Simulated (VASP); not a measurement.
HfB:

```
CELL_PARAMETERS angstrom
0.00000 2.31000 2.31000
2.31000 0.00000 2.31000
2.31000 2.31000 0.00000
ATOMIC_POSITIONS crystal
Hf 0.50000 0.50000 0.50000
B 0.00000 0.00000 0.00000
```

- Program: VASP 6.6.1
- Task: relaxation of cell and atoms
- Functional: BLYP
- Potentials or basis: VASP PAW PBE potentials, release 64 (Hf_pv, B)
- Cutoff: 600 eV
- k mesh: 10 × 10 × 10
- Occupations: fermi-dirac, width 0.05 eV
- Spin: no spin polarisation

At the start: pressure 38.1 GPa; volume 12.33 Å³/atom.

Q: Where does the relaxation end?

A: Over 18 steps the energy falls by 238.9 meV/atom and the volume is 14.64 Å³/atom (+18.7 %); space group Fm-3m (No. 225, to 0.05 Å).

Step by step:
```
step  energy change (eV)  largest force (eV/Å)  pressure (GPa)  volume (Å³)
   1              0.0000                0.0000           38.10        24.65
   2              0.1604                0.0000          -22.92        36.66
   3             -0.4769                0.0000           -1.25        29.51
   4             -0.4778                0.0000           -0.21        29.31
   5             -0.4777                0.0000            0.32        29.21
   6             -0.4777                0.0000            0.32        29.21
   7             -0.4777                0.0000            0.33        29.22
   8             -0.4777                0.0000            0.30        29.22
   9             -0.4777                0.0000            0.30        29.22
  10             -0.4777                0.0000            0.29        29.22
  11             -0.4777                0.0000            0.29        29.22
  12             -0.4777                0.0000            0.29        29.22
  13             -0.4777                0.0000            0.29        29.22
  14             -0.4777                0.0000            0.29        29.22
  15             -0.4777                0.0000            0.29        29.22
  16             -0.4778                0.0000            0.23        29.23
  17             -0.4778                0.0000            0.15        29.24
  18             -0.4778                0.0000            0.02        29.27
```

Final structure:
```yaml
crystal:
  lattice:
    - [0.00000, 2.44606, 2.44606]
    - [2.44606, 0.00000, 2.44606]
    - [2.44606, 2.44606, 0.00000]
  atoms:
    - { symbol: Hf, position: [0.50000, 0.50000, 0.50000] }
    - { symbol: B, position: [0.00000, 0.00000, 0.00000] }
```

Caveat: the volume moved by over 15 % at a fixed basis, so the end points are rough; the PAW data sets were made with another functional, which shifts forces and pressure a little.
